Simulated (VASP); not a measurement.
Computed with PBE GGA, VASP's PBE PAW potentials (set 64) (plane waves; VASP 6.6.1).

The input files of a VASP run:

INCAR:
```
ALGO = Normal
EDIFF = 1E-7
ENCUT = 480
GGA = PE
ISIF = 2
ISMEAR = 1
LASPH = .TRUE.
LCHARG = .FALSE.
LMAXMIX = 4
LREAL = .FALSE.
LWAVE = .FALSE.
NELM = 100
PREC = Accurate
SIGMA = 0.1
SYSTEM = Pb
```

KPOINTS:
```
Automatic mesh
0
Gamma
12 12 12
0 0 0
```

### POSCAR
```
Pb
1
   -0.0000000000     2.5134406462     2.5134406462
    2.5134406462    -0.0000000000     2.5134406462
    2.5134406462     2.5134406462    -0.0000000000
Pb
1
Direct
  1.0000000000   0.0000000000   1.0000000000
```

POTCAR, in this order: Pb_d (PBE.64 set). Program: vasp_std.

Unless said otherwise, spin-orbit coupling is left out, though it shifts the bands of the heavy elements here.

Problem. Estimate the energy per atom (σ→0), band gap (on the k-mesh).

Solution. 
The energy per atom (σ→0) is -3.551 eV/atom and the band gap (on the k-mesh) is none (metal, semimetal or under 0.01 eV).

**OSZICAR**
```
...
DAV:   5    -0.356081596797E+01   -0.47014E-02   -0.47013E-02  2012   0.262E+00    0.481E-01
DAV:   6    -0.355299596598E+01    0.78200E-02   -0.13806E-02  1929   0.219E+00    0.243E-01
DAV:   7    -0.355128289945E+01    0.17131E-02   -0.60925E-03  1872   0.138E+00    0.870E-02
DAV:   8    -0.355127636451E+01    0.65349E-05   -0.38961E-04  1829   0.375E-01    0.104E-02
DAV:   9    -0.355127314196E+01    0.32226E-05   -0.11131E-05  2007   0.624E-02    0.504E-03
DAV:  10    -0.355127226914E+01    0.87282E-06   -0.12286E-06  1704   0.115E-02    0.371E-04
DAV:  11    -0.355127229156E+01   -0.22422E-07   -0.42299E-08  1056   0.332E-03
   1 F= -.35512723E+01 E0= -.35512454E+01  d E =-.807689E-04
```

The compound is Pb in the fcc structure. It was relaxed first.
